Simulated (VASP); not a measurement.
Here is a VASP 6.6.1 calculation.

The input INCAR:

```
ALGO     = Normal         # electronic algorithm
EDIFF    = 1E-6           # SCF threshold, eV
ENCUT    = 520            # plane-wave cutoff, eV
ISIF     = 2              # what is computed and relaxed
ISMEAR   = 0              # smearing method
ISYM     = 0            
LASPH    = T              # aspherical terms in the spheres
LCHARG   = T              # write CHGCAR
LELF     = T              # ELF
LREAL    = F              # projectors in reciprocal space
LVHAR    = T            
LWAVE    = F              # write WAVECAR
NBANDS   = 49             # bands
NELM     = 100            # most SCF steps
PREC     = Accurate       # precision mode
SIGMA    = 0.01           # smearing width, eV
```

The input KPOINTS:

```
Automatic mesh
0
Gamma
  2 2 2
  0.5 0.5 0.5
```

File POSCAR:

```
Na3GaF6
1.0
    0.0000000000      4.0972360000      4.0972360000
    4.0972360000      0.0000000000      4.0972360000
    4.0972360000      4.0972360000      0.0000000000
Na Ga F
3 1 6
Direct
    0.7500000000      0.7500000000      0.7500000000
    0.2500000000      0.2500000000      0.2500000000
    0.5000000000      0.5000000000      0.5000000000
    0.0000000000      0.0000000000      0.0000000000
    0.7670210000      0.2329790000      0.2329790000
    0.2329790000      0.2329790000      0.7670210000
    0.2329790000      0.7670210000      0.7670210000
    0.2329790000      0.7670210000      0.2329790000
    0.7670210000      0.2329790000      0.7670210000
    0.7670210000      0.7670210000      0.2329790000
```

Potentials or basis: VASP PAW LDA potentials, release 64 (Na_pv, Ga_d, F).

Command:

```sh
$ cat potpaw_LDA.64/Na_pv/POTCAR potpaw_LDA.64/Ga_d/POTCAR potpaw_LDA.64/F/POTCAR > POTCAR
$ mpirun -np 1 vasp_std > vasp.out
```

Question: What does it give for the pressure?

Answer: -5.9 GPa.

Question: What does it give for the band gap on the k mesh?

Answer: 5.83 eV, direct.

Forces on the atoms (eV/Å):
```
Na   0.000  0.000  0.000
Na   0.000  0.000  0.000
Na   0.000  0.000  0.000
Ga   0.000  0.000  0.000
F   -0.302  0.000  0.000
F    0.000  0.000 -0.302
F    0.302  0.000  0.000
F    0.000 -0.302  0.000
F    0.000  0.302  0.000
F    0.000  0.000  0.302
```

Caveat: the k mesh is coarse (spacing up to 0.66 Å⁻¹), so the values aren't converged. A k mesh can miss the band edges.
